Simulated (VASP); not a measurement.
An input for Quantum ESPRESSO's pw.x (written as the equivalent of a VASP run, and not itself run):

```
&CONTROL
  calculation = 'vc-relax'
  pseudo_dir = './pseudo'
  outdir = './out'
  tprnfor = .true.
  tstress = .true.
  nstep = 60
  forc_conv_thr = 0.00039
/
&SYSTEM
  ibrav = 0
  nat = 2
  ntyp = 2
  ecutwfc = 82.3
  occupations = 'smearing'
  smearing = 'gaussian'
  degauss = 0.003675
  input_dft = 'pbe'
  vdw_corr = 'grimme-d3'
  dftd3_version = 3
  dftd3_threebody = .false.
/
&ELECTRONS
  conv_thr = 7.3e-08
  electron_maxstep = 100
/
&IONS
/
&CELL
/
ATOMIC_SPECIES
  Sn 118.710 Sn.upf
  Te 127.600 Te.upf
CELL_PARAMETERS angstrom
     0.0000000    3.1600000    3.1600000
     3.1600000    0.0000000    3.1600000
     3.1600000    3.1600000    0.0000000
ATOMIC_POSITIONS crystal
  Sn   0.0000000  0.0000000  0.0000000
  Te   0.5000000  0.5000000  0.5000000
K_POINTS automatic
  7 7 7 0 0 0
```

Q: Translate this input to VASP (INCAR, KPOINTS, POSCAR, choice of POTCAR).

A: One answer among several that fit: 
**INCAR**
```
ISIF=3   ! ions, shape and volume
ALGO=Normal
IBRION=2   ! conjugate gradients
NELM=100
LASPH=.TRUE.
ISMEAR=0   ! Gaussian
IVDW=11
LCHARG=.FALSE.
SYSTEM=SnTe
LMAXMIX=4   ! l cut-off of mixed one-centre charges
LREAL=.FALSE.   ! projection in real space or not
ENCUT=520   ! plane-wave cut-off (eV)
EDIFFG=-0.01
GGA=PE   ! PBE
NSW=60   ! most ionic steps
EDIFF=1E-6   ! SCF stop (eV)
LWAVE=.FALSE.
PREC=Accurate
SIGMA=0.05   ! width (eV)
```

File KPOINTS:
```
K-points
0
G
 7 7 7
0 0 0
```

File POSCAR:
```
SnTe
1.0
  0.0000000000   3.1600000000   3.1600000000
  3.1600000000   0.0000000000   3.1600000000
  3.1600000000   3.1600000000   0.0000000000
Sn Te
1 1
direct
  0.0000000000   0.0000000000   0.0000000000
  0.5000000000   0.5000000000   0.5000000000
```

POTCAR, in this order: Sn_d Te (PBE.64 set). Program: vasp_std.

What does not carry over: the potentials are each code's own (VASP's PAW set, PseudoDojo norm-conserving files in pw.x), so ENCUT and ecutwfc are chosen apart and not converted; conv_thr bounds pw.x's estimated SCF error, while EDIFF bounds the energy change between steps; forc_conv_thr acts on force components and is met together with etot_conv_thr.

The compound is SnTe in the rock salt structure, which distorts at low temperature. This run relaxes it. Symmetry was kept, so distortions that lower it aren't found.
